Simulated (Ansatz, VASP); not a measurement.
# AgGeF3 in two plane-wave programs, part 3 of 3

Wanted: the spread between two codes on one cell, functional and k mesh. The cell is generated by rule, not measured, and may not be a known phase. Of the first pair: The cell is taken from a series of runs on this material, whose earlier steps may have relaxed, scaled, displaced or heated it; both programs get it as it stands.

VASP 6.6.1 and Ansatz 0.2.0.

So far: VASP: relaxation of cell and atoms, PBEsol, pair 1; Comparison; VASP: relaxation of cell and atoms, PBEsol, pair 2; Ansatz: relaxation of cell and atoms, PBEsol, pair 2; Side by side; Ansatz: relaxation of cell and atoms, PBEsol, pair 3.

## (9) VASP: relaxation of cell and atoms, PBEsol, pair 3

Level of this step: PBEsol; plane waves and PAW (Ag, Ge_d, F); invented cell (VASP).

The same cell, functional, mesh and smearing now go to VASP, with its own data sets.

Input file INCAR:

```
SYSTEM = AgGeF3
PREC = Accurate
ENCUT = 600
EDIFF = 1E-07
NELM = 120
ISMEAR = 1
SIGMA = 0.2
LREAL = .FALSE.
ALGO = Normal
GGA = PS
NBANDS = 57
LASPH = .TRUE.
LORBIT = 11
LWAVE = .FALSE.
LCHARG = .FALSE.
ISIF = 3
IBRION = 2
NSW = 80
EDIFFG = -0.005
GGA_COMPAT = .FALSE.
NELMIN = 4
KPAR = 2
```

Input file POSCAR:

```
AgGeF3
1.0
    8.4110750000      0.0000000000      0.0000000000
    0.0000000000      4.2520940000      0.0000000000
    0.0000000000      0.0000000000      4.4835580000
Ag Ge F
2 2 6
Direct
    0.0000000000      0.0000000000      0.0000000000
    0.4999999406      0.0000000000      0.0000000000
    0.2500000297      0.5000000000      0.5607461752
    0.7499999703      0.5000000000      0.4392538248
    0.0000000000      0.5000000000      0.5000000000
    0.4999999406      0.5000000000      0.5000000000
    0.2500000297      0.5000000000      0.9878901979
    0.7499999703      0.5000000000      0.0121098021
    0.2500000297      0.0000000000      0.6957447634
    0.7499999703      0.0000000000      0.3042554596
```

Input file KPOINTS:

```
Automatic mesh
0
Gamma
4 8 8
0 0 0
```

PAW data sets: Ag, Ge_d and F (PBE family, release 64).

Started as:

```console
mpirun -np 2 vasp_std
```

Numbers of over 12 decimals in the logs are rounded to 6 here.

The program printed:

```text
[banner, memory and clock lines left out]
running    2 mpi-ranks, on    1 nodes
[...]
[... a notice as in an earlier step ...]

 LDA part: xc-table for (Slater+PW92), standard interpolation
 POSCAR, INCAR and KPOINTS ok, starting setup
[...]
entering main loop
       N       E                     dE             d eps       ncg     rms          rms(c)
DAV:   1     0.125358837994E+04    0.12536E+04   -0.48071E+04 11709   0.336E+03
DAV:   2     0.201142052059E+03   -0.10524E+04   -0.98602E+03  9198   0.104E+03
DAV:   3    -0.259927017916E+02   -0.22713E+03   -0.21994E+03  9449   0.255E+02
DAV:   4    -0.461557440639E+02   -0.20163E+02   -0.19955E+02  9826   0.854E+01
[...]
DAV:  14    -0.423596220573E+02    0.48276E-08   -0.97817E-06 11309   0.337E-02    0.331E-03
DAV:  15    -0.423596231314E+02   -0.10741E-05   -0.31582E-06  9145   0.102E-02    0.184E-03
DAV:  16    -0.423596230916E+02    0.39823E-07   -0.35954E-07  9264   0.499E-03
   1 F= -.42359623E+02 E0= -.42360280E+02  d E =-.423596E+02
[... from here on, the cycles between the ionic steps are left out ...]
   2 F= -.42360802E+02 E0= -.42361449E+02  d E =-.117909E-02
  24 F= -.42361975E+02 E0= -.42362551E+02  d E =-.125663E-04
  25 F= -.42361995E+02 E0= -.42362569E+02  d E =-.331905E-04
  26 F= -.42361982E+02 E0= -.42362549E+02  d E =-.196472E-04
  27 F= -.42361999E+02 E0= -.42362570E+02  d E =-.365555E-04
  28 F= -.42362019E+02 E0= -.42362591E+02  d E =-.207826E-04
  29 F= -.42362067E+02 E0= -.42362641E+02  d E =-.682700E-04
  30 F= -.42362096E+02 E0= -.42362676E+02  d E =-.976325E-04
  31 F= -.42362125E+02 E0= -.42362710E+02  d E =-.292144E-04
  32 F= -.42362135E+02 E0= -.42362723E+02  d E =-.386525E-04
  33 F= -.42362146E+02 E0= -.42362735E+02  d E =-.115232E-04
 trial-energy change:   -0.000012  1 .order   -0.000012   -0.000014   -0.000009
 step:   2.2326(harm=  2.2326)  dis= 0.00082  next Energy=   -42.362156 (dE=-0.207E-04)
 reached required accuracy - stopping structural energy minimisation
```

Parts of OUTCAR (step 9):

```text
  Total       -0.0361067     -0.0044514      0.0176571      0.0000000      0.0000000      0.0000000
  in kB       -0.3632273     -0.0447806      0.1776270      0.0000000      0.0000000      0.0000000
  external PRESSURE =      -0.0767936 kB  Pullay stress =       0.0000000 kB

 POSITION                                       TOTAL-FORCE (eV/Angst)
 -----------------------------------------------------------------------------------
      0.00000      0.00000      0.00000        -0.000000      0.000000      0.000000
      4.20228      0.00000      0.00000        -0.000000      0.000000      0.000000
      2.10114      2.12496      2.51439        -0.000000      0.000000      0.001628
      6.30342      2.12496      1.94448        -0.000000     -0.000000     -0.001628
      0.00000      2.12496      2.22943        -0.000000      0.000000      0.000000
      4.20228      2.12496      2.22943        -0.000000      0.000000      0.000000
      2.10114      2.12496      4.44602         0.000000      0.000000     -0.000155
      6.30342      2.12496      0.01284         0.000000      0.000000      0.000155
      2.10114      0.00000      3.12247         0.000000      0.000000     -0.000397
      6.30342      0.00000      1.33640        -0.000000      0.000000      0.000397
 -----------------------------------------------------------------------------------
    total drift:                               -0.000833      0.000000     -0.001975

  FREE ENERGIE OF THE ION-ELECTRON SYSTEM (eV)
  ---------------------------------------------------
  free  energy   TOTEN  =       -42.3621463482 eV

  energy  without entropy=      -42.3639110458  energy(sigma->0) =      -42.36273458

[... 1 part as in an earlier step ...]

[... 3 further parts left out ...]
[key lines of the parts left out:]
E-fermi :   3.3298
```

## (10) Differences

What differs besides the data sets and the points named for the pairs above, as far as they apply: the data sets hold 108 valence electrons in Ansatz (on its PAW soft_1 files) and 92 in VASP. Total energies have different zeros and are not compared.

Compared:

```csv
quantity,Ansatz,VASP,difference
volume (Å³),160.35,159.26,+0.68 %
"edge a after relaxation, in the typed setting (Å)",8.409,8.405,+0.06 %
"edge b after relaxation, in the typed setting (Å)",4.252,4.250,+0.04 %
"edge c after relaxation, in the typed setting (Å)",4.485,4.459,+0.58 %
```

## (11) Summary of results

```
difference in volume (relaxation of cell and atoms, PBEsol, pair 1) : 0.29 %
difference in volume (relaxation of cell and atoms, PBEsol, pair 2) : 4.6 %
difference in volume (relaxation of cell and atoms, PBEsol, pair 3) : 0.68 %
```

In words: The difference in volume is 4.6 % (relaxation of cell and atoms, PBEsol, pair 2), beyond the 1.2 % picked in this series as the mark of a large difference, as far as the stopping tolerances let one tell. The data sets hold unlike numbers of valence electrons (54 in Ansatz and 46 in VASP and 108 in Ansatz and 92 in VASP), so part of the differences comes from the potentials. What causes the difference of the relaxation of cell and atoms, PBEsol, pair 2 pair stays open here. 4 further runs of this series are not shown here. Such differences can come from data sets, numerical settings and the points named under the comparisons, not from the functional's error against experiment.

[Lines on the potential files, build, host, timing and source positions are cut from VASP's logs without a mark.]

[Logs are printed without paths, hosts, clocks, repeated set-up lines and the standing remarks that a program may print on its own settings, such as how far it seeks lower states.]

[Hosts, paths, dates, database ids (printed as entryN), source tags and the programs' standing remarks are cut or masked in the printed files.]
